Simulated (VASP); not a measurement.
Consider the following.

```xyz
8
Lattice="5.1407 0.0000 -0.0002 0.0000 3.1645 0.0000 -0.0039 0.0000 5.4764" Properties=species:S:1:pos:R:3 pbc="T T T"
Al     0.0008     1.5823     3.6550
Ga     2.5645     1.5823     1.8344
Ga     2.5623     0.0000     4.5532
Ga     5.1387     0.0000     0.9100
N      0.6139     1.5823     1.8622
N      0.6018     0.0000     4.5257
N      3.1880     0.0000     0.9099
N      3.2419     1.5823     3.6544
```

Calculation: PBEsol GGA, VASP's PBE PAW potentials (set 64) (plane waves; VASP). Numerical set-up: 520 eV cut-off, 5×8×5 Γ-centred mesh, tetrahedra with Blöchl corrections, potentials Al Ga_d N.

Task: Tabulate the total density of states (states/eV per cell) against energy (eV; zero at the valence-band maximum or, without a gap, the Fermi level).

Result: 
```json
[
 {"E (eV)": "-9.96", "DOS (states/eV)": "0.00"},
 {"E (eV)": "-9.72", "DOS (states/eV)": "0.00"},
 {"E (eV)": "-9.48", "DOS (states/eV)": "0.00"},
 {"E (eV)": "-9.12", "DOS (states/eV)": "0.00"},
 {"E (eV)": "-8.88", "DOS (states/eV)": "0.00"},
 {"E (eV)": "-8.64", "DOS (states/eV)": "0.00"},
 {"E (eV)": "-8.40", "DOS (states/eV)": "0.00"},
 {"E (eV)": "-8.04", "DOS (states/eV)": "0.00"},
 {"E (eV)": "-7.80", "DOS (states/eV)": "0.00"},
 {"E (eV)": "-7.56", "DOS (states/eV)": "0.00"},
 {"E (eV)": "-7.32", "DOS (states/eV)": "0.00"},
 {"E (eV)": "-6.96", "DOS (states/eV)": "0.00"},
 {"E (eV)": "-6.72", "DOS (states/eV)": "0.24"},
 {"E (eV)": "-6.48", "DOS (states/eV)": "1.40"},
 {"E (eV)": "-6.24", "DOS (states/eV)": "3.14"},
 {"E (eV)": "-5.88", "DOS (states/eV)": "4.75"},
 {"E (eV)": "-5.64", "DOS (states/eV)": "4.14"},
 {"E (eV)": "-5.40", "DOS (states/eV)": "1.97"},
 {"E (eV)": "-5.16", "DOS (states/eV)": "2.93"},
 {"E (eV)": "-4.80", "DOS (states/eV)": "2.91"},
 {"E (eV)": "-4.56", "DOS (states/eV)": "2.29"},
 {"E (eV)": "-4.32", "DOS (states/eV)": "1.35"},
 {"E (eV)": "-4.08", "DOS (states/eV)": "2.26"},
 {"E (eV)": "-3.84", "DOS (states/eV)": "2.95"},
 {"E (eV)": "-3.48", "DOS (states/eV)": "2.94"},
 {"E (eV)": "-3.24", "DOS (states/eV)": "2.89"},
 {"E (eV)": "-3.00", "DOS (states/eV)": "4.00"},
 {"E (eV)": "-2.76", "DOS (states/eV)": "4.22"},
 {"E (eV)": "-2.40", "DOS (states/eV)": "4.44"},
 {"E (eV)": "-2.16", "DOS (states/eV)": "4.82"},
 {"E (eV)": "-1.92", "DOS (states/eV)": "5.39"},
 {"E (eV)": "-1.68", "DOS (states/eV)": "5.78"},
 {"E (eV)": "-1.32", "DOS (states/eV)": "8.39"},
 {"E (eV)": "-1.08", "DOS (states/eV)": "6.06"},
 {"E (eV)": "-0.84", "DOS (states/eV)": "3.91"},
 {"E (eV)": "-0.60", "DOS (states/eV)": "2.76"},
 {"E (eV)": "-0.24", "DOS (states/eV)": "1.35"},
 {"E (eV)": "0.00", "DOS (states/eV)": "0.04"},
 {"E (eV)": "0.24", "DOS (states/eV)": "0.00"},
 {"E (eV)": "0.48", "DOS (states/eV)": "0.00"},
 {"E (eV)": "0.72", "DOS (states/eV)": "0.00"},
 {"E (eV)": "1.08", "DOS (states/eV)": "0.00"},
 {"E (eV)": "1.32", "DOS (states/eV)": "0.00"},
 {"E (eV)": "1.56", "DOS (states/eV)": "0.00"},
 {"E (eV)": "1.80", "DOS (states/eV)": "0.00"},
 {"E (eV)": "2.16", "DOS (states/eV)": "0.00"},
 {"E (eV)": "2.40", "DOS (states/eV)": "0.00"},
 {"E (eV)": "2.64", "DOS (states/eV)": "0.01"},
 {"E (eV)": "2.88", "DOS (states/eV)": "0.03"},
 {"E (eV)": "3.24", "DOS (states/eV)": "0.10"},
 {"E (eV)": "3.48", "DOS (states/eV)": "0.17"},
 {"E (eV)": "3.72", "DOS (states/eV)": "0.24"},
 {"E (eV)": "3.96", "DOS (states/eV)": "0.32"},
 {"E (eV)": "4.32", "DOS (states/eV)": "0.81"},
 {"E (eV)": "4.56", "DOS (states/eV)": "1.57"},
 {"E (eV)": "4.80", "DOS (states/eV)": "2.80"},
 {"E (eV)": "5.04", "DOS (states/eV)": "3.85"},
 {"E (eV)": "5.40", "DOS (states/eV)": "3.85"},
 {"E (eV)": "5.64", "DOS (states/eV)": "4.21"},
 {"E (eV)": "5.88", "DOS (states/eV)": "3.36"}
]
```
Within 2 eV below the valence-band maximum the largest weight inside VASP's projection spheres is N p, then Ga p.

The structure comes from a computed database's AlGa3N4 entry (Pm); how it stands against other phases isn't given here. It was relaxed first.
